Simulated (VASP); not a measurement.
Calculation: SCAN meta-GGA, VASP's PBE PAW potentials (set 64) (plane waves; VASP).

VASP ran on this input.

File KPOINTS:
```
Automatic mesh
0
Gamma
10 10 10
0 0 0
```

### POSCAR
```
CoSi2
2.7025420
  0.0000000000   0.9999999906   0.9999999906
  0.9999999906   0.0000000000   0.9999999906
  0.9999999906   0.9999999906   0.0000000000
Co Si
1 2
Cartesian
  0.0000000000   0.0000000000   0.0000000000
  0.4999999953   0.4999999953   0.4999999953
  1.4999999858   1.4999999858   1.4999999858
```

### INCAR
```
SYSTEM=CoSi2
PREC=Accurate; ENCUT=520; LREAL=.FALSE.
LASPH=.TRUE.
EDIFF=1E-7; NELM=100; ALGO=Normal
LMAXMIX=4; LMIXTAU=.TRUE.
ISMEAR=1; SIGMA=0.1
METAGGA=SCAN
ISIF=2
LWAVE=.FALSE.; LCHARG=.FALSE.
```

POTCAR, in this order: Co Si (PBE.64 set). Program: vasp_std.

Output of the run:

**OSZICAR**
```
       N       E                     dE             d eps       ncg     rms          rms(c)
DAV:   1     0.534441129565E+02    0.53444E+02   -0.72874E+03  1136   0.139E+03
DAV:   2    -0.378189160115E+02   -0.91263E+02   -0.84967E+02  1140   0.264E+02
DAV:   3    -0.423373037585E+02   -0.45184E+01   -0.43623E+01  1428   0.683E+01
DAV:   4    -0.424487496225E+02   -0.11145E+00   -0.11097E+00  1376   0.103E+01
DAV:   5    -0.424524090608E+02   -0.36594E-02   -0.36585E-02  1516   0.194E+00    0.158E+01
DAV:   6    -0.449497743815E+02   -0.24974E+01   -0.54673E+01  1348   0.161E+02    0.208E+01
DAV:   7    -0.383801798770E+02    0.65696E+01   -0.18591E+01  1460   0.112E+02    0.422E+00
DAV:   8    -0.384661112709E+02   -0.85931E-01   -0.22090E+00  1704   0.217E+01    0.312E+00
DAV:   9    -0.384236029756E+02    0.42508E-01   -0.47015E-01  1340   0.126E+01    0.594E-01
DAV:  10    -0.384144168359E+02    0.91861E-02   -0.14616E-01  1144   0.625E+00    0.572E-01
DAV:  11    -0.384225417663E+02   -0.81249E-02   -0.97257E-02  1160   0.519E+00    0.121E-01
DAV:  12    -0.384171914019E+02    0.53504E-02   -0.31637E-02  1152   0.227E+00    0.689E-02
DAV:  13    -0.384169578317E+02    0.23357E-03   -0.11841E-03  1392   0.513E-01    0.579E-02
DAV:  14    -0.384168062951E+02    0.15154E-03   -0.55587E-04  1260   0.425E-01    0.171E-02
DAV:  15    -0.384167927597E+02    0.13535E-04   -0.36804E-04  1156   0.308E-01    0.612E-03
DAV:  16    -0.384167673754E+02    0.25384E-04   -0.65141E-05  1204   0.132E-01    0.410E-03
DAV:  17    -0.384167658858E+02    0.14896E-05   -0.59819E-06  1264   0.421E-02    0.223E-03
DAV:  18    -0.384167650594E+02    0.82641E-06   -0.10064E-06  1380   0.151E-02    0.114E-03
DAV:  19    -0.384167699573E+02   -0.48979E-05   -0.44504E-07  1188   0.121E-02    0.632E-04
DAV:  20    -0.384167698183E+02    0.13899E-06   -0.84122E-08   688   0.530E-03    0.531E-04
DAV:  21    -0.384167693174E+02    0.50092E-06   -0.22897E-08   628   0.300E-03    0.192E-04
DAV:  22    -0.384167692334E+02    0.84001E-07   -0.28226E-08   608   0.313E-03
   1 F= -.38416769E+02 E0= -.38416737E+02  d E =-.959459E-04
```

**OUTCAR**
```
------------------------ aborting loop because EDIFF is reached ----------------------------------------
  FORCE on cell =-STRESS in cart. coord.  units (eV):
  Direction    XX          YY          ZZ          XY          YZ          ZX
  --------------------------------------------------------------------------------------
  Total       -2.4752707     -2.4752707     -2.4752707      0.0000000      0.0000000     -0.0000000
  in kB     -100.4583263   -100.4583263   -100.4583263      0.0000000      0.0000000     -0.0000000
  external PRESSURE =    -100.4583263 kB  Pullay stress =       0.0000000 kB
  volume of cell :       39.48
      direct lattice vectors                 reciprocal lattice vectors
     0.000000000  2.702541974  2.702541974    -0.185011002  0.185011002  0.185011002
     2.702541974  0.000000000  2.702541974     0.185011002 -0.185011002  0.185011002
     2.702541974  2.702541974  0.000000000     0.185011002  0.185011002 -0.185011002
 POSITION                                       TOTAL-FORCE (eV/Angst)
 -----------------------------------------------------------------------------------
      0.00000      0.00000      0.00000         0.000000      0.000000      0.000000
      1.35127      1.35127      1.35127        -0.000000      0.000000     -0.000000
      4.05381      4.05381      4.05381         0.000000     -0.000000      0.000000
 -----------------------------------------------------------------------------------
    total drift:                               -0.000000     -0.000000      0.000000
  FREE ENERGIE OF THE ION-ELECTRON SYSTEM (eV)
  ---------------------------------------------------
  free  energy   TOTEN  =       -38.4167692334 eV

  energy  without entropy=      -38.4166732874  energy(sigma->0) =      -38.41673725
```
(Selected blocks of OUTCAR.)

**OUTCAR**
```
 val. band max:        9.5829350551   @ k =  -0.2000   0.3000   0.1000

 cond. band min:       9.7023795832   @ k =   0.4000   0.1000   0.0000


 Fermi energy:         9.5841908934

 k-point     1 :       0.0000    0.0000    0.0000
  band No.  band energies     occupation
      1      -3.8181      2.00000
      2       5.5396      2.00000
      3       5.5396      2.00000
      4       5.5397      2.00000
      5       7.6404      2.00000
      6       7.6407      2.00000
      7      10.3731     -0.00000
      8      13.1086      0.00000
      9      13.1087      0.00000
     10      13.1301      0.00000
     11      13.1301      0.00000
     12      13.1303      0.00000

 k-point     2 :       0.1000    0.0000    0.0000
  band No.  band energies     occupation
      1      -3.6628      2.00000
      2       5.1466      2.00000
      3       5.5937      2.00000
      4       5.5937      2.00000
      5       7.5971      2.00000
      6       7.5974      2.00000
      7      10.4469     -0.00000
      8      11.4727     -0.00000
      9      12.2010      0.00000
     10      12.2010      0.00000
     11      14.0255      0.00000
     12      14.0255      0.00000

 k-point     3 :       0.2000    0.0000    0.0000
  band No.  band energies     occupation
      1      -3.2012      2.00000
      2       4.1447      2.00000
      3       5.7352      2.00000
      4       5.7353      2.00000
      5       7.5189      2.00000
      6       7.5192      2.00000
      7       9.3639      2.00786
      8      11.2963     -0.00000
      9      11.2963     -0.00000
     10      11.6282      0.00000
     11      13.8809      0.00000
     12      13.8810      0.00000

 k-point     4 :       0.3000    0.0000    0.0000
  band No.  band energies     occupation
      1      -2.4466      2.00000
      2       2.7985      2.00000
      3       5.8971      2.00000
      4       5.8972      2.00000
      5       7.5344      2.00000
      6       7.5346      2.00000
...
```

The compound is CoSi2 in the fluorite structure. This cell is one point of a volume scan, at 1.06 of the reference volume. The run is not spin-polarised, so no magnetic state was tried. The electron count is odd and the run is not spin-polarised, which forces a metal.
